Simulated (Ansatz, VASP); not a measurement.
**Sb2Te2Pt: VASP beside Ansatz**

One calculation is typed for both programs; each brings its own data sets. How far apart do they land? Of the first pair: The structure shown is the start of the Ansatz relaxation below; VASP solves that cell, so the two are compared at the walk's first step.

Program: Ansatz 0.2.0. Level of theory: plane waves, with VASP 6.6.1 beside it; single point at PBEsol with D3(BJ). Results are calculated unless marked as measured.

### 1. The starting structure

The cell holds 5 atoms: 1 Pt, 2 Te and 2 Sb. Cell: a = 4.070 Å, b = 4.070 Å, c = 42.600 Å, α = 90.0°, β = 90.0°, γ = 120.0°. Vacuum lies along c.

Structure file:

```cif
data_structure
_symmetry_space_group_name_H-M 'P 1'
_symmetry_Int_Tables_number 1
_cell_length_a 4.0700
_cell_length_b 4.0700
_cell_length_c 42.6000
_cell_angle_alpha 90.000
_cell_angle_beta 90.000
_cell_angle_gamma 120.000
_cell_volume 611.12
loop_
_atom_site_label
_atom_site_type_symbol
_atom_site_fract_x
_atom_site_fract_y
_atom_site_fract_z
_atom_site_occupancy
Pt1 Pt 0.00000 0.00000 0.44202 1
Te2 Te 0.33333 0.66667 0.47465 1
Te3 Te 0.66667 0.33333 0.40939 1
Sb4 Sb 0.33333 0.66667 0.59061 1
Sb5 Sb 0.66667 0.33333 0.55211 1
```

### 2. Ansatz: relaxation, PBEsol with D3(BJ)

Ansatz runs on its PAW soft_1 files.

The two programs are compared at the cell with which this relaxation starts, whose forces are those of its first step.

input.yaml reads:

```yaml
crystal:
  lattice:
    - [4.07, 0.0, 0.0]
    - [-2.035, 3.5247233934, 0.0]
    - [0.0, 0.0, 42.6]
  atoms:
    - { symbol: Pt, position: [0.0, 0.0, 0.4420187793] }
    - { symbol: Te, position: [0.3333333333, 0.6666666667, 0.4746478873] }
    - { symbol: Te, position: [0.6666666667, 0.3333333333, 0.4093896714] }
    - { symbol: Sb, position: [0.3333333333, 0.6666666667, 0.5906103286] }
    - { symbol: Sb, position: [0.6666666667, 0.3333333333, 0.552112676] }
  periodic: [true, true, false]
kpoints:
  mp_grid: { grid: [6, 6, 1] }
hamiltonian:
  xc: pbesol
  dispersion: d3bj
  pseudopotentials: { kind: paw, azcp: { folder: soft_1 }, xc_functional: pbe }
scf:
  occupations: { method: fermi_dirac, width: 0.02 }
relax:
  f_tol: 0.01
  max_steps: 100
  cell: {}
```

Command:

```console
> ansatz run input.yaml --threads 8 --pin off --max-ram 17510MiB --backend cpu --events-out ev --progress --plain --runs-dir out
```

Numbers of over 12 decimals in the logs are rounded to 6 here.

What it wrote:

```text
Engine: ansatz 0.2.0, aarch64-unknown-linux-gnu
Pseudopotentials: kind: paw
Pseudopotential: Pt, paw, valence charge 18, recommended cutoff 420 eV (normal), soft_1/Pt.paw.azcp
Pseudopotential: Te, paw, valence charge 16, recommended cutoff 420 eV (normal), soft_1/Te.paw.azcp
Pseudopotential: Sb, paw, valence charge 15, recommended cutoff 420 eV (normal), soft_1/Sb.paw.azcp
Functional definition: PBEsol
  exchange = pbesol_x
  correlation = pbesol_c
Crystal: 5 atoms, lattice volume = 611.124 Å³
Basis set: ecut = 420 eV, 11927 PW (Γ), exchange–correlation on 60×60×576 points (8 copies of the dense FFT grid, shifted against one another)
Bands: 48, of which v1, the nominal top of the filled ones, is band 40 counted from 1 (39 counted from 0)
Symmetry: 6 space group operations
Space group: P3m1 (ITA 156), of the structure as read, at distance tolerance 8.5e-5 Å
k-points: 7 of 36 (time reversal used)
Non-local potential: Pt, projectors of the file, l = 0: 3, l = 1: 2, l = 2: 2, l = 3: 1
Non-local potential: Te, projectors of the file, l = 0: 2, l = 1: 2, l = 2: 2, l = 3: 1
Non-local potential: Sb, projectors of the file, l = 0: 2, l = 1: 2, l = 2: 2, l = 3: 1
PAW form: soft (Blöchl's): semilocal exchange-correlation on the pseudo side does not see the compensation charge
PAW frozen core: Pt, regenerated for the run's functional, and the local potential with it (the file was generated under x = pbe(κ = 0.804, μ = 0.219515), c = pbe(β = 0.066725))
PAW frozen core: Te, regenerated for the run's functional, and the local potential with it (the file was generated under x = pbe(κ = 0.804, μ = 0.219515), c = pbe(β = 0.066725))
PAW frozen core: Sb, regenerated for the run's functional, and the local potential with it (the file was generated under x = pbe(κ = 0.804, μ = 0.219515), c = pbe(β = 0.066725))
PAW one-centre angular grid: Pt, 590 points (default); XC on 64 Gauss nodes
PAW one-centre angular grid: Te, 590 points (default); XC on 64 Gauss nodes
PAW one-centre angular grid: Sb, 590 points (default); XC on 64 Gauss nodes
Initial density: superposition of atomic densities (neutral atoms: chi_scale 0, normalization atom)
Initial wavefunctions: pseudopotential atomic-orbital guess
Functional: x = pbesol(κ = 0.804, μ = 0.123457), c = pbesol(β = 0.046)
SCF iter   1: F=—  HF=-39007.727448 eV  |F-HF|=—  |Δ(HF+E_count)|=         —  Δρ=2.20e-2  dr2=2.92e0  ethr=3.10e-3  ⟨swp⟩=16.9  Hψ=2074  notcnv=0
preconditioner: auto → Resta (q_TF=auto, 1.944 Å⁻¹)  ε∞=2.2  [insulator: Δε(μ)=0.706 eV  Ē_g=7.801 eV  σ=0.020 eV  W_gap=1.00  n_scr=92 (ndim 8)  ℏωp=8.5 eV  f_vac=0.723  D(μ)=0.00/eV (n_scr^D=0)  ε∞_Penn≈2.2  vacuum switching on, ρ_ref=4.4e-3 e/Å³]
SCF iter   2: F=—  HF=-39007.560733 eV  |F-HF|=—  |Δ(HF+E_count)|=   1.67e-1  Δρ=1.28e-2  dr2=3.11e0  ethr=3.10e-3  ⟨swp⟩=4.0  Hψ=861  notcnv=0  defer=15
SCF iter   3: F=—  HF=-39007.220658 eV  |F-HF|=—  |Δ(HF+E_count)|=   3.40e-1  Δρ=6.74e-3  dr2=1.18e0  ethr=3.10e-3  ⟨swp⟩=3.3  Hψ=534  notcnv=0  defer=14
SCF iter   4: F=—  HF=-39007.180113 eV  |F-HF|=—  |Δ(HF+E_count)|=   4.05e-2  Δρ=4.84e-3  dr2=6.42e-1  ethr=1.48e-3  ⟨swp⟩=3.7  Hψ=509  notcnv=0  defer=18
SCF iter   5: F=—  HF=-39007.143125 eV  |F-HF|=—  |Δ(HF+E_count)|=   3.70e-2  Δρ=2.81e-3  dr2=1.78e-1  ethr=8.03e-4  ⟨swp⟩=2.7  Hψ=471  notcnv=0  defer=16
SCF iter   6: F=—  HF=-39007.129132 eV  |F-HF|=—  |Δ(HF+E_count)|=   1.40e-2  Δρ=9.72e-4  dr2=1.99e-2  ethr=2.22e-4  ⟨swp⟩=3.3  Hψ=478  notcnv=0  defer=16
SCF iter   7: F=—  HF=-39007.127990 eV  |F-HF|=—  |Δ(HF+E_count)|=   1.14e-3  Δρ=2.89e-4  dr2=5.72e-4  ethr=2.49e-5  ⟨swp⟩=3.4  Hψ=482  notcnv=0  defer=16
SCF iter   8: F=—  HF=-39007.128221 eV  |F-HF|=—  |Δ(HF+E_count)|=   2.31e-4  Δρ=9.72e-5  dr2=1.45e-4  ethr=7.15e-7  ⟨swp⟩=3.0  Hψ=680  notcnv=0  defer=16
SCF iter   9: F=—  HF=-39007.128244 eV  |F-HF|=—  |Δ(HF+E_count)|=   2.35e-5  Δρ=3.14e-5  dr2=2.00e-5  ethr=1.81e-7  ⟨swp⟩=3.4  Hψ=571  notcnv=0  defer=16
SCF iter  10: F=—  HF=-39007.128395 eV  |F-HF|=—  |Δ(HF+E_count)|=   1.51e-4  Δρ=9.88e-6  dr2=8.35e-7  ethr=2.50e-8  ⟨swp⟩=3.0  Hψ=532  notcnv=0  defer=16
SCF iter  11: F=—  HF=-39007.128396 eV  |F-HF|=—  |Δ(HF+E_count)|=   7.49e-7  Δρ=3.50e-6  dr2=1.26e-7  ethr=1.04e-9  ⟨swp⟩=3.9  Hψ=644  notcnv=0  defer=16
SCF iter  12: F=-39007.128396 eV  HF=-39007.128396 eV  |F-HF|=5.07e-8  |Δ(HF+E_count)|=   1.62e-7  Δρ=1.04e-6  dr2=6.70e-8  ethr=1.25e-10  ⟨swp⟩=7.0  Hψ=1358  notcnv=0
SCF 1 converged in 12 iterations: F = -39007.128396 eV  dr2 = 6.70e-8
  greatest PAW one-centre occupation: 1.000 electrons in one spin orbital (limit 2), on the Pt atom at site 0 (counted from 0), in its partial waves of l = 0
[...]
SCF iter   7: F=—  HF=-39007.469775 eV  |F-HF|=—  |Δ(HF+E_count)|=   8.27e-7  Δρ=1.77e-5  dr2=2.00e-6  ethr=2.35e-8  ⟨swp⟩=2.9  Hψ=609  notcnv=0  defer=14
SCF iter   8: F=-39007.469775 eV  HF=-39007.469775 eV  |F-HF|=1.35e-7  |Δ(HF+E_count)|=   3.58e-7  Δρ=5.60e-6  dr2=3.98e-7  ethr=6.25e-10  ⟨swp⟩=7.0  Hψ=1547  notcnv=0
SCF 6 converged in 8 iterations: F = -39007.469775 eV  dr2 = 3.98e-7
relax step   6: F+E_penalty+E_count = -39007.46977534 eV  Δ(F+E_penalty+E_count) = -8.372e-3 eV  max|allowed force component| = 3.299e-2 eV/Å  Δτ_max = 0.0573 Å  P = +0.056 N/m  Ω = 586.958 Å³  energy of the carried Pulay correction = +1.139e-3 eV  fix = [c, alpha, beta]  reactions: c +0.000 N/m  (8 SCF iters, dr2 threshold 5.00e-7 eV, accepted)
[...]
relax step   7: F+E_penalty+E_count = -39007.46981209 eV  Δ(F+E_penalty+E_count) = -3.674e-5 eV  max|allowed force component| = 1.286e-2 eV/Å  Δτ_max = 0.0030 Å  P = -0.004 N/m  Ω = 587.172 Å³  energy of the carried Pulay correction = +1.129e-3 eV  fix = [c, alpha, beta]  reactions: c -0.000 N/m  (7 SCF iters, dr2 threshold 6.80e-8 eV, accepted)
[...]
relax step   8: F+E_penalty+E_count = -39007.46982928 eV  Δ(F+E_penalty+E_count) = -1.720e-5 eV  max|allowed force component| = 1.783e-4 eV/Å  Δτ_max = 0.0009 Å  P = +0.000 N/m  Ω = 587.160 Å³  energy of the carried Pulay correction = +1.129e-3 eV  fix = [c, alpha, beta]  reactions: c +0.000 N/m  (6 SCF iters, dr2 threshold 1.03e-8 eV, accepted)
[...]
relax step   9: F+E_penalty+E_count = -39007.46865880 eV  Δ(F+E_penalty+E_count) = +1.170e-3 eV  max|allowed force component| = 3.601e-4 eV/Å  Δτ_max = 0.0000 Å  P = +0.002 N/m  Ω = 587.160 Å³  fix = [c, alpha, beta]  reactions: c +0.000 N/m  stress off target by 2.15e-3 N/m on what of the cell is left free  SCF on the basis re-selected at this cell (its energy is not comparable with the rows above)  (9 SCF iters)
basis re-selected at this cell: Δ(F+E_penalty+E_count) = +1.170e-3 eV, ΔP = +0.002 N/m vs the last step (what re-selecting the basis moved, of the pressure what is left beyond the Pulay correction that the steps carried, after the strain that the cell walked since its last selection, with what the two solves' SCF thresholds leave and, on support functions, any second-order correction that the steps lacked; it is no measure of the basis error at this ecutwfc). The dense FFT grid was sized anew with the basis: this SCF ran on 27×27×288 points, the steps before it on 30×30×288, so part of this shift can come from that change (see relax.cell in the input reference). [rest of the remark cut]
SCF converged after 9 iterations
Free energy (F): -39007.468659 eV
Harris-Foulkes:  -39007.468659 eV  (|F-HF|=1.75e-10)
Internal energy: -39007.468653 eV  (E = F + TS)
E sigma→0 (E₀):  -39007.468656 eV
Entropy (-TS):   -0.000006 eV (-0.001 meV/atom)
Fermi energy:    -4.144595 eV
--- Per-component energies (eV) ---
  E_band       = -2359.852199
  E_kinetic    = 1271.647739
  E_local      = -334179.210214  (includes V_loc(G=0)·N_el)
  E_nonlocal   = 1125.740899
  E_hartree    = 165953.639649
  E_xc         = -672.139742
  E_vxc        = -658.396528  (∫ρ·V_xc dr)
  E_paw        = -27468.328592  (= ΣΔE_a)
  E_vpaw       = -1826.914865  (= ΣTr[D̂ρ^β])
  E_aug_tail   = 0.001505  (compensation charges beyond the density's cutoff)
  E_ewald      = 154961.327130
  E_disp       = -1.847392  (pairwise vdW)
  E_core_change = 1.700364  (= ΣΔE_core)
  E_smearing   = -0.000006  (= −TS)
  E_closure    = -0.000000  (closes the sum)
  Σ components = -39007.468659   (vs F -39007.468659, Δ=0.00e0)
--- Forces (eV/Å), atoms counted from 1 ---
  atom   1  Pt    -0.00000000     0.00000000    -0.00002910
  atom   2  Te    -0.00000000     0.00000000     0.00020523
  atom   3  Te     0.00000000    -0.00000000    -0.00024285
  atom   4  Sb    -0.00000000     0.00000000     0.00036005
  atom   5  Sb    -0.00000000    -0.00000000    -0.00029344
  max |Σ_I F_I| component: 1.02e-7 eV/Å
--- 2D stress c σ (N/m, compression-positive) ---
        0.002149      -0.000000      -0.000000
       -0.000000       0.002149       0.000000
       -0.000000       0.000000       0.000000
  P = ½ c Tr σ = 0.0021 N/m
--- Relaxed structure (8 steps of the walk, 8 accepted, 1 SCFs on fresh bases) ---
  F+E_penalty+E_count = -39007.46865880 eV   max|allowed force component| = 3.601e-4 eV/Å   (the final SCF, on the basis selected at the relaxed cell)
  cell:  # Å, volume = 587.1597 Å³
    - [3.989404, 0, 0]
    - [-1.994702, 3.454925, 0]
    - [0, 0, 42.6]
  atoms:
    - { symbol: Pt, position: [-8.773021413005737e-18, 3.509208565202294e-18, 0.449865] }
    - { symbol: Te, position: [0.333333, 0.666667, 0.481471] }
    - { symbol: Te, position: [0.666667, 0.333333, 0.417714] }
    - { symbol: Sb, position: [0.333333, 0.666667, 0.579335] }
    - { symbol: Sb, position: [0.666667, 0.333333, 0.540395] }
```

### 3. VASP: single point, PBEsol with D3(BJ), start cell, pair 1

The same cell, functional, mesh and smearing now go to VASP, with its own data sets.

Lines of VASP's logs that name or quote its potential files are left out, and so is its time.

INCAR reads:

```
SYSTEM = Sb2Te2Pt
PREC = Accurate
ENCUT = 400
EDIFF = 1E-06
NELM = 120
ISMEAR = -1
SIGMA = 0.02
LREAL = .FALSE.
ALGO = Normal
GGA = PS
IVDW = 12
NBANDS = 22
LASPH = .TRUE.
LORBIT = 11
LWAVE = .FALSE.
LCHARG = .FALSE.
ISIF = 2
LDIPOL = .TRUE.
IDIPOL = 3
DIPOL = 0.5 0.5 0.493
LVHAR = .TRUE.
GGA_COMPAT = .FALSE.
EFERMI = MIDGAP
NELMDL = -8
KPAR = 2
```

POSCAR reads:

```
Sb2Te2Pt
1.0
    4.0700000000      0.0000000000      0.0000000000
   -2.0350000000      3.5247230000      0.0000000000
    0.0000000000      0.0000000000     42.6000000000
Pt Te Sb
1 2 2
Direct
    0.0000000000      0.0000000000      0.4420187793
    0.3333334279      0.6666668558      0.4746478873
    0.6666667140      0.3333334279      0.4093896714
    0.3333334279      0.6666668558      0.5906103286
    0.6666667140      0.3333334279      0.5521126761
```

KPOINTS reads:

```
Automatic mesh
0
Gamma
6 6 1
0 0 0
```

The projector-augmented-wave data sets are Pt, Te and Sb (PBE family, release 64).

Command:

```console
> mpirun -np 2 vasp_std
```

What it wrote:

```text
[banner, memory and clock lines left out]
running    2 mpi-ranks, on    1 nodes
 distrk:  each k-point on    1 cores,    2 groups
 distr:  one band on    1 cores,    1 groups

 POSCAR found type information on POSCAR PtTeSb
 POSCAR found :  3 types and       5 ions
|                                                                             |
|               ----> ADVICE to this user running VASP <----                  |
|                                                                             |
|     You enforced a specific xc type in the INCAR file but a different       |
|     [... a line on the potential file left out ...]
|     I HOPE YOU KNOW WHAT YOU ARE DOING!                                     |
|                                                                             |

 LDA part: xc-table for (Slater+PW92), standard interpolation
 POSCAR, INCAR and KPOINTS ok, starting setup
 FFT: planning ... GRIDC
 FFT: planning ... GRID_SOFT
 FFT: planning ... GRID
 WAVECAR not read
 entering main loop
       N       E                     dE             d eps       ncg     rms          rms(c)
DAV:   1     0.213324432979E+03    0.21332E+03   -0.78697E+03   308   0.808E+02
DAV:   2     0.792247703149E+01   -0.20540E+03   -0.19751E+03   494   0.152E+02
DAV:   3    -0.230739730181E+02   -0.30996E+02   -0.29814E+02   368   0.684E+01
DAV:   4    -0.243494265500E+02   -0.12755E+01   -0.12604E+01   460   0.156E+01
DAV:   5    -0.243703341394E+02   -0.20908E-01   -0.20900E-01   398   0.233E+00
DAV:   6    -0.243710115346E+02   -0.67740E-03   -0.67735E-03   452   0.348E-01
DAV:   7    -0.243710391379E+02   -0.27603E-04   -0.27603E-04   416   0.701E-02
DAV:   8    -0.243710406514E+02   -0.15135E-05   -0.15134E-05   404   0.142E-02    0.116E+01
DAV:   9    -0.239508228775E+02    0.42022E+00   -0.26810E+00   314   0.143E+01    0.784E+00
DAV:  10    -0.238151464893E+02    0.13568E+00   -0.10254E+00   338   0.970E+00    0.311E+00
DAV:  11    -0.237366982276E+02    0.78448E-01   -0.13781E-01   362   0.379E+00    0.976E-01
DAV:  12    -0.237293887595E+02    0.73095E-02   -0.65372E-02   362   0.189E+00    0.371E-01
DAV:  13    -0.237285872322E+02    0.80153E-03   -0.92731E-03   362   0.719E-01    0.230E-01
DAV:  14    -0.237287692267E+02   -0.18199E-03   -0.22340E-03   422   0.245E-01    0.129E-01
[...]
DAV:  19    -0.237286937481E+02   -0.21689E-04   -0.37366E-06   318   0.811E-03    0.650E-03
DAV:  20    -0.237287183088E+02   -0.24561E-04   -0.26735E-06   304   0.587E-03    0.475E-03
DAV:  21    -0.237287510260E+02   -0.32717E-04   -0.53537E-06   298   0.601E-03    0.192E-03
DAV:  22    -0.237287538967E+02   -0.28708E-05   -0.18384E-07   264   0.167E-03    0.101E-03
DAV:  23    -0.237287721119E+02   -0.18215E-04   -0.59542E-07   260   0.205E-03    0.781E-04
DAV:  24    -0.237287780806E+02   -0.59687E-05   -0.19732E-07   260   0.110E-03    0.672E-04
DAV:  25    -0.237287857956E+02   -0.77150E-05   -0.24766E-07   248   0.905E-04    0.267E-04
DAV:  26    -0.237287864999E+02   -0.70430E-06   -0.16259E-08   214   0.369E-04
   1 F= -.25344661E+02 E0= -.25344661E+02  d E =-.104915E-06
```

From OUTCAR (step 3):

```text
ion  position               nearest neighbor table
   1  0.000  0.000  0.442-   3 2.73   2 2.73   2 2.73   3 2.73   3 2.73   2 2.73
   2  0.333  0.667  0.475-   1 2.73   1 2.73   1 2.73   3 3.64   3 3.64   3 3.64
   3  0.667  0.333  0.409-   1 2.73   1 2.73   1 2.73   2 3.64   2 3.64   2 3.64
   4  0.333  0.667  0.591-   5 2.87   5 2.87   5 2.87
   5  0.667  0.333  0.552-   4 2.87   4 2.87   4 2.87

  LATTYP: Found a hexagonal cell.
 ALAT       =     4.0700000000
 C/A-ratio  =    10.4668304668

 Subroutine GETGRP returns: Found  6 space group operations
 (whereof  6 operations were pure point group operations)

The static configuration has the point symmetry C_3v.

 Found      7 irreducible k-points:

   k-points           NKPTS =      7   k-points in BZ     NKDIM =      7   number of bands    NBANDS=     22

   dimension x,y,z NGX =    28 NGY =   28 NGZ =  280
   dimension x,y,z NGXF=    56 NGYF=   56 NGZF=  560

   ENCUT  =  400.0 eV  29.40 Ry    5.42 a.u.   6.64  6.64 69.47*2*pi/ulx,y,z

   NELECT =      32.0000    total number of electrons

 k-points in reciprocal lattice and weights: Automatic mesh
   0.00000000  0.00000000  0.00000000       0.028
   0.16666667 -0.00000000  0.00000000       0.167
   0.33333333 -0.00000000  0.00000000       0.167
   0.50000000 -0.00000000  0.00000000       0.083
   0.16666667  0.16666667  0.00000000       0.167
   0.33333333  0.16666667  0.00000000       0.333
   0.33333333  0.33333333  0.00000000       0.056

 dipolmoment           0.000000      0.000000     -0.017977 electrons x Angstroem

 average (electrostatic) potential at core
       1 -76.1850       2 -96.4340       3 -96.3673       4 -94.2587       5 -94.2949

 E-fermi :  -1.6397

 k-point     1 :       0.0000    0.0000    0.0000
  band No.  band energies     occupation
    ...
     12      -2.3009      2.00000
     13      -2.3009      2.00000
     14      -2.1449      2.00000
     15      -2.1449      2.00000
     16      -2.0463      2.00000
     17      -0.4347      0.00000
     18       0.0827      0.00000
     19       0.0827      0.00000
     20       0.5365      0.00000
     21       0.5365      0.00000
    ...

 k-point     2 :       0.1667   -0.0000    0.0000
  band No.  band energies     occupation
    ...
     12      -3.2826      2.00000
     13      -2.8641      2.00000
     14      -2.6674      2.00000
     15      -2.4468      2.00000
     16      -1.9295      2.00000
     17      -1.1243      0.00000
     18      -0.4041      0.00000
     19      -0.1848      0.00000
     20       1.0388      0.00000
     21       1.1992      0.00000
    ...

 k-point     3 :       0.3333   -0.0000    0.0000
  band No.  band energies     occupation
    ...
     12      -4.0020      2.00000
     13      -3.6330      2.00000
     14      -3.3673      2.00000
     15      -3.3670      2.00000
     16      -2.8336      2.00000
     17      -1.3498      0.00000
     18      -0.5759      0.00000
     19      -0.2341      0.00000
     20       0.7689      0.00000
     21       1.3235      0.00000
    ...

 Edisp (eV)   -1.61587

  Total      -4.61537    -4.61537    -3.60363     0.00000     0.00000    -0.00000
  in kB     -12.10007   -12.10007    -9.44761     0.00000     0.00000    -0.00000
  external pressure =      -11.22 kB  Pullay stress =        0.00 kB

  energy-cutoff  :      400.00
  volume of cell :      611.12
      direct lattice vectors                 reciprocal lattice vectors
     4.070000000  0.000000000  0.000000000     0.245700246  0.141855119  0.000000000
    -2.035000000  3.524723000  0.000000000     0.000000000  0.283710238  0.000000000
     0.000000000  0.000000000 42.600000000     0.000000000  0.000000000  0.023474178

 POSITION                                       TOTAL-FORCE (eV/Angst)
 -----------------------------------------------------------------------------------
      0.00000      0.00000     18.83000        -0.000000      0.000000      0.142284
      0.00000      2.34982     20.22000         0.000000      0.000000     -0.517304
      2.03500      1.17491     17.44000         0.000000     -0.000000      0.716448
      0.00000      2.34982     25.16000        -0.000000     -0.000000     -0.160603
      2.03500      1.17491     23.52000         0.000000      0.000000     -0.180825
 -----------------------------------------------------------------------------------
    total drift:                               -0.000000     -0.000435     -0.000029

  FREE ENERGIE OF THE ION-ELECTRON SYSTEM (eV)
  ---------------------------------------------------
  free  energy   TOTEN  =       -25.3446609733 eV

  energy  without entropy=      -25.3446608684  energy(sigma->0) =      -25.34466092

 vacuum level on the upper side and lower side of the slab         2.542         2.769

 total charge
# of ion       s       p       d       tot
------------------------------------------
    1        0.648   0.609   8.018   9.275
    2        1.389   1.861   0.052   3.302
    3        1.388   1.872   0.048   3.308
    4        1.213   1.173   0.027   2.414
    5        1.217   1.159   0.029   2.406
--------------------------------------------------
tot          5.855   6.675   8.175  20.705

[... 3 further parts left out ...]
```

(Part 1 of 2 ends here.)

[Lines on the potential files, build, host, timing and source positions are cut from VASP's logs without a mark.]

[Logs are printed without paths, hosts, clocks, repeated set-up lines and the standing remarks that a program may print on its own settings, such as how far it seeks lower states.]

[Hosts, paths, dates, database ids (printed as entryN), source tags and the programs' standing remarks are cut or masked in the printed files.]
